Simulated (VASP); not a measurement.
A convergence study with VASP on W (bcc): a few settings are varied, all else stays as given below, so the limit is that of these other settings. The cell's lengths are 1 % over those of the tabulated start, so it is off equilibrium.

```
CELL_PARAMETERS angstrom
     -1.59580     1.59580     1.59580
      1.59580    -1.59580     1.59580
      1.59580     1.59580    -1.59580
ATOMIC_POSITIONS crystal
  W  0.00000 0.00000 0.00000
```

Level of theory: PBEsol GGA, VASP's PBE PAW potentials (set 64) (plane waves; VASP). The last row used: LREAL = Auto, 600 eV cut-off, 14×14×14 Γ-centred mesh, first-order Methfessel-Paxton smearing of 0.10 eV, potentials W_sv.

Unless said otherwise, spin-orbit coupling is left out, though it shifts the bands of the heavy elements here.

```csv
setting,E (eV/atom),pressure (GPa),plane waves
"ENCUT = 300, LREAL = .FALSE., PREC = Normal",-13.7815,-10.44,202
"ENCUT = 400, LREAL = .FALSE., PREC = Normal",-13.7806,-9.63,321
"ENCUT = 500, LREAL = .FALSE., PREC = Normal",-13.7804,-9.62,426
"ENCUT = 600, LREAL = .FALSE., PREC = Normal",-13.7806,-9.56,559
"ENCUT = 500, LREAL = .FALSE., PREC = Accurate",-13.7804,-9.62,426
"ENCUT = 600, LREAL = .FALSE., PREC = Accurate",-13.7806,-9.56,559
"ENCUT = 300, LREAL = Auto, PREC = Normal",-13.7814,-10.18,202
"ENCUT = 400, LREAL = Auto, PREC = Normal",-13.7810,-9.46,321
"ENCUT = 500, LREAL = Auto, PREC = Normal",-13.7831,-9.34,426
"ENCUT = 600, LREAL = Auto, PREC = Normal",-13.7809,-9.21,559
"ENCUT = 300, LREAL = Auto, PREC = Accurate",[?],[?],202
"ENCUT = 400, LREAL = Auto, PREC = Accurate",-13.7813,-9.50,321
"ENCUT = 500, LREAL = Auto, PREC = Accurate",-13.7811,-9.64,426
"ENCUT = 600, LREAL = Auto, PREC = Accurate",[?],[?],559
```

Question: What belongs in the gaps?

Answer: 
- ENCUT = 600, LREAL = Auto, PREC = Accurate, E (eV/atom): -13.7803
- ENCUT = 600, LREAL = Auto, PREC = Accurate, pressure (GPa): -9.51
- ENCUT = 300, LREAL = Auto, PREC = Accurate, E (eV/atom): -13.7812
- ENCUT = 300, LREAL = Auto, PREC = Accurate, pressure (GPa): -10.41

Left out are rungs that failed or repeat a setting and relaxations that didn't move; long series are thinned to 24 rows.

The compound is W in the bcc structure. The cell was not relaxed at this level.
